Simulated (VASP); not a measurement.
# Shielding tensors and field gradients of SiC2N4

Wanted: the shieldings and field gradients at the nuclei of SiC2N4. The cell has space group Pn-3m. The start is a cell from a database of measured crystal structures.

Program: VASP 6.6.1. Level of theory: LDA; plane waves and PAW (Si, N, C), in the first sound run; inputs show where later runs differ. Results are calculated unless marked as measured.

### Step 1. The structure

Symmetry: Pn-3m, No. 224, cubic system. Conventional cell: a = 6.189 Å, b = 6.189 Å, c = 6.189 Å, α = 90.00°, β = 90.00°, γ = 90.00°. Nearest to Si lie 4 N at 1.58 Å. Nearest to N lie 1 C at 1.10 Å and 1 Si at 1.58 Å. C has 2 N at 1.10 Å nearest. Farther neighbours and most contacts between anions are not listed.

Coordinates:

```cif
data_structure
_symmetry_space_group_name_H-M 'Pn-3m:1'
_symmetry_Int_Tables_number 224
_cell_length_a 6.1885
_cell_length_b 6.1885
_cell_length_c 6.1885
_cell_angle_alpha 90.000
_cell_angle_beta 90.000
_cell_angle_gamma 90.000
_cell_volume 237.00
loop_
_atom_site_label
_atom_site_type_symbol
_atom_site_symmetry_multiplicity
_atom_site_Wyckoff_symbol
_atom_site_fract_x
_atom_site_fract_y
_atom_site_fract_z
_atom_site_occupancy
Si1 Si 2 a 0.50000 0.50000 0.50000 1
N1 N 8 e 0.35300 0.35300 0.64700 1
C1 C 4 c 0.25000 0.75000 0.25000 1
```

### Step 2. Ground state

The next steps need an insulator, so the gap is checked first.

INCAR reads:

```
SYSTEM = SiC2N4
PREC = Accurate
ENCUT = 520
EDIFF = 1E-07
NELM = 100
ISMEAR = 0
SIGMA = 0.01
LREAL = .FALSE.
ALGO = Normal
GGA = CA
NBANDS = 46
LORBIT = 11
LWAVE = .FALSE.
LCHARG = .FALSE.
KPAR = 2
NCORE = 2
```

POSCAR reads:

```
SiC2N4
1.0
    6.1885000000      0.0000000000      0.0000000000
    0.0000000000      6.1885000000      0.0000000000
    0.0000000000      0.0000000000      6.1885000000
Si N C
2 8 4
Direct
    0.5000000000      0.5000000000      0.5000000000
    0.0000000000      0.0000000000      0.0000000000
    0.3530000000      0.3530000000      0.6470000000
    0.1470000000      0.8530000000      0.1470000000
    0.6470000000      0.6470000000      0.6470000000
    0.8530000000      0.1470000000      0.1470000000
    0.3530000000      0.6470000000      0.3530000000
    0.1470000000      0.1470000000      0.8530000000
    0.6470000000      0.3530000000      0.3530000000
    0.8530000000      0.8530000000      0.8530000000
    0.2500000000      0.7500000000      0.2500000000
    0.2500000000      0.2500000000      0.7500000000
    0.7500000000      0.2500000000      0.2500000000
    0.7500000000      0.7500000000      0.7500000000
```

KPOINTS reads:

```
Automatic mesh
0
Gamma
3 3 3
0 0 0
```

PAW data sets: Si, N and C (PBE family, release 64).

Started as:

```bash
$ mpirun -np 4 vasp_std
```

Output:

```text
[banner, memory and clock lines left out]
running    4 mpi-ranks, on    1 nodes
 distrk:  each k-point on    2 cores,    2 groups
 distr:  one band on    2 cores,    1 groups

 POSCAR found type information on POSCAR SiN C
 POSCAR found :  3 types and      14 ions
|                                                                             |
|               ----> ADVICE to this user running VASP <----                  |
|                                                                             |
|     You enforced a specific xc type in the INCAR file but a different       |
|     [... a line on the potential file left out ...]
|     I HOPE YOU KNOW WHAT YOU ARE DOING!                                     |
|                                                                             |

 LDA part: xc-table for (Slater(with rela. corr.)+CA(PZ))
 , standard interpolation
 POSCAR, INCAR and KPOINTS ok, starting setup
 FFT: planning ... GRIDC
 FFT: planning ... GRID_SOFT
 FFT: planning ... GRID
 WAVECAR not read
 entering main loop
       N       E                     dE             d eps       ncg     rms          rms(c)
DAV:   1     0.449757870957E+03    0.44976E+03   -0.30554E+04   368   0.120E+03
DAV:   2    -0.973642840563E+02   -0.54712E+03   -0.52862E+03   488   0.311E+02
DAV:   3    -0.143506896974E+03   -0.46143E+02   -0.45842E+02   448   0.962E+01
DAV:   4    -0.144267061437E+03   -0.76016E+00   -0.75792E+00   442   0.144E+01
DAV:   5    -0.144284910659E+03   -0.17849E-01   -0.17845E-01   438   0.193E+00    0.315E+01
DAV:   6    -0.123284284970E+03    0.21001E+02   -0.48132E+01   424   0.295E+01    0.156E+01
DAV:   7    -0.120795733772E+03    0.24886E+01   -0.68429E+00   408   0.112E+01    0.755E+00
DAV:   8    -0.120511850394E+03    0.28388E+00   -0.97789E-01   440   0.425E+00    0.137E+00
DAV:   9    -0.120509990045E+03    0.18603E-02   -0.39019E-02   434   0.101E+00    0.594E-01
DAV:  10    -0.120515011779E+03   -0.50217E-02   -0.65719E-03   404   0.442E-01    0.148E-01
DAV:  11    -0.120515791631E+03   -0.77985E-03   -0.19267E-03   398   0.180E-01    0.487E-02
DAV:  12    -0.120515959193E+03   -0.16756E-03   -0.93121E-05   424   0.487E-02    0.278E-02
DAV:  13    -0.120515967767E+03   -0.85744E-05   -0.31414E-05   434   0.219E-02    0.105E-02
DAV:  14    -0.120515969211E+03   -0.14441E-05   -0.35586E-06   432   0.839E-03    0.402E-03
DAV:  15    -0.120515969869E+03   -0.65828E-06   -0.43794E-07   378   0.311E-03    0.170E-03
DAV:  16    -0.120515969837E+03    0.32671E-07   -0.88477E-08   336   0.140E-03
   1 F= -.12051597E+03 E0= -.12051597E+03  d E =-.727848E-17
```

It took 13 s on 4 MPI ranks of AMD EPYC 7R43, shared host; peak memory 0.67 GiB.

Lines that name or quote the potential files are left out of all logs, and their timing lines are given in words.

OUTCAR, selected parts (step 2):

```text
ion  position               nearest neighbor table
   1  0.500  0.500  0.500-   3 1.58   5 1.58   7 1.58   9 1.58
   2  0.000  0.000  0.000-   4 1.58   6 1.58   8 1.58  10 1.58
   3  0.353  0.353  0.647-  12 1.10   1 1.58
   4  0.147  0.853  0.147-  11 1.10   2 1.58
   5  0.647  0.647  0.647-  14 1.10   1 1.58
   6  0.853  0.147  0.147-  13 1.10   2 1.58
   7  0.353  0.647  0.353-  11 1.10   1 1.58
   8  0.147  0.147  0.853-  12 1.10   2 1.58
   9  0.647  0.353  0.353-  13 1.10   1 1.58
  10  0.853  0.853  0.853-  14 1.10   2 1.58
  11  0.250  0.750  0.250-   4 1.10   7 1.10
  12  0.250  0.250  0.750-   3 1.10   8 1.10
  13  0.750  0.250  0.250-   6 1.10   9 1.10
  14  0.750  0.750  0.750-   5 1.10  10 1.10

  LATTYP: Found a simple cubic cell.
 ALAT       =     6.1885000000

 Subroutine GETGRP returns: Found 48 space group operations
 (whereof 24 operations were pure point group operations)

The static configuration has the point symmetry T_d .
 The point group associated with its full space group is O_h .

 Found      4 irreducible k-points:

   k-points           NKPTS =      4   k-points in BZ     NKDIM =      4   number of bands    NBANDS=     46

   dimension x,y,z NGX =    48 NGY =   48 NGZ =   48
   dimension x,y,z NGXF=    96 NGYF=   96 NGZF=   96

   ENCUT  =  520.0 eV  38.22 Ry    6.18 a.u.  11.51 11.51 11.51*2*pi/ulx,y,z

   NELECT =      64.0000    total number of electrons

 k-points in reciprocal lattice and weights: Automatic mesh
   0.00000000  0.00000000  0.00000000       0.037
   0.33333333  0.00000000  0.00000000       0.222
   0.33333333  0.33333333  0.00000000       0.444
   0.33333333  0.33333333  0.33333333       0.296

 average (electrostatic) potential at core
       1 -88.1520       2 -88.1520       3 -68.3244       4 -68.3244       5 -68.3244
       6 -68.3244       7 -68.3244       8 -68.3244       9 -68.3244      10 -68.3244
      11 -56.1525      12 -56.1525      13 -56.1525      14 -56.1525

 E-fermi :  -0.7028

 k-point     1 :       0.0000    0.0000    0.0000
  band No.  band energies     occupation
    ...
     28      -2.7291      2.00000
     29      -2.7291      2.00000
     30      -0.7594      2.00000
     31      -0.7594      2.00000
     32      -0.7594      2.00000
     33       3.2185      0.00000
     34       4.4116      0.00000
     35       4.4116      0.00000
     36       4.4116      0.00000
     37       5.5943      0.00000
    ...

 k-point     2 :       0.3333    0.0000    0.0000
  band No.  band energies     occupation
    ...
     28      -2.4923      2.00000
     29      -2.2458      2.00000
     30      -1.2867      2.00000
     31      -1.1690      2.00000
     32      -1.1690      2.00000
     33       3.7359      0.00000
     34       4.6577      0.00000
     35       4.9416      0.00000
     36       4.9743      0.00000
     37       4.9743      0.00000
    ...

 k-point     3 :       0.3333    0.3333    0.0000
  band No.  band energies     occupation
    ...
     28      -2.1947      2.00000
     29      -1.9210      2.00000
     30      -1.7297      2.00000
     31      -1.4817      2.00000
     32      -1.0940      2.00000
     33       4.1108      0.00000
     34       4.6875      0.00000
     35       4.8216      0.00000
     36       5.0482      0.00000
     37       5.7929      0.00000
    ...

  Total       60.4958504     60.4958504     60.4958504     -0.0000000      0.0000000     -0.0000000
  in kB      408.9592002    408.9592002    408.9592002     -0.0000000      0.0000000     -0.0000000
  external PRESSURE =     408.9592002 kB  Pullay stress =       0.0000000 kB

  energy-cutoff  :      520.00
  volume of cell :      237.00
      direct lattice vectors                 reciprocal lattice vectors
     6.188500000  0.000000000  0.000000000     0.161590046  0.000000000  0.000000000
     0.000000000  6.188500000  0.000000000     0.000000000  0.161590046  0.000000000
     0.000000000  0.000000000  6.188500000     0.000000000  0.000000000  0.161590046

 POSITION                                       TOTAL-FORCE (eV/Angst)
 -----------------------------------------------------------------------------------
      3.09425      3.09425      3.09425         0.000000      0.000000     -0.000000
      0.00000      0.00000      0.00000         0.000000      0.000000     -0.000000
      2.18454      2.18454      4.00396         5.355088      5.355088     -5.355088
      0.90971      5.27879      0.90971        -5.355088      5.355088     -5.355088
      4.00396      4.00396      4.00396        -5.355088     -5.355088     -5.355088
      5.27879      0.90971      0.90971         5.355088     -5.355088     -5.355088
      2.18454      4.00396      2.18454         5.355088     -5.355088      5.355088
      0.90971      0.90971      5.27879        -5.355088     -5.355088      5.355088
      4.00396      2.18454      2.18454        -5.355088      5.355088      5.355088
      5.27879      5.27879      5.27879         5.355088      5.355088      5.355088
      1.54713      4.64138      1.54713        -0.000000      0.000000     -0.000000
      1.54713      1.54713      4.64138        -0.000000      0.000000     -0.000000
      4.64138      1.54713      1.54713         0.000000      0.000000     -0.000000
      4.64138      4.64138      4.64138         0.000000      0.000000     -0.000000
 -----------------------------------------------------------------------------------
    total drift:                                0.000000      0.000000     -0.000000

  FREE ENERGIE OF THE ION-ELECTRON SYSTEM (eV)
  ---------------------------------------------------
  free  energy   TOTEN  =      -120.5159698366 eV

  energy  without entropy=     -120.5159698366  energy(sigma->0) =     -120.51596984

 total charge
# of ion       s       p       d       tot
------------------------------------------
    1        0.714   1.243   0.000   1.956
    2        0.714   1.243   0.000   1.956
    3        1.284   2.971   0.000   4.255
    4        1.284   2.971   0.000   4.255
    5        1.284   2.971   0.000   4.255
    6        1.284   2.971   0.000   4.255
    7        1.284   2.971   0.000   4.255
    8        1.284   2.971   0.000   4.255
    9        1.284   2.971   0.000   4.255
   10        1.284   2.971   0.000   4.255
   11        1.027   2.096   0.000   3.123
   12        1.027   2.096   0.000   3.123
   13        1.027   2.096   0.000   3.123
   14        1.027   2.096   0.000   3.123
--------------------------------------------------
tot         15.806  34.635   0.000  50.440

[... 1 further part left out ...]
```

The gap is read on the k-mesh alone, so it is an upper bound where the band edges lie off the mesh. The PAW data sets were made with PBE, though LDA sets exist; this is a small mismatch.

A gap read on the k-mesh alone can miss the band edges.

Numbers from this step:

| Quantity | Value |
| --- | --- |
| free energy (TOTEN) | -120.5160 eV |
| Fermi energy | -0.7028 eV |
| pressure | 40.90 GPa |
| gap on the k-mesh | 3.978 eV |
| least direct gap on the k-mesh | 3.978 eV |

The cell has a gap of 3.98 eV on this mesh and a pressure of +40.9 GPa, which holds the misfit of the given cell and coordinates with this functional, and any error of cutoff, mesh and data sets. Forces of up to 9.3 eV/Å remain in these settings, so the given coordinates are far from this level's minimum.

(Continued in part 2 of 3.)

[Lines on the potential files, build, host, timing and source positions are cut from VASP's logs without a mark.]

[Logs are printed without paths, hosts, clocks, repeated set-up lines and the standing remarks that a program may print on its own settings, such as how far it seeks lower states.]

[Hosts, paths, dates, database ids (printed as entryN), source tags and the programs' standing remarks are cut or masked in the printed files.]
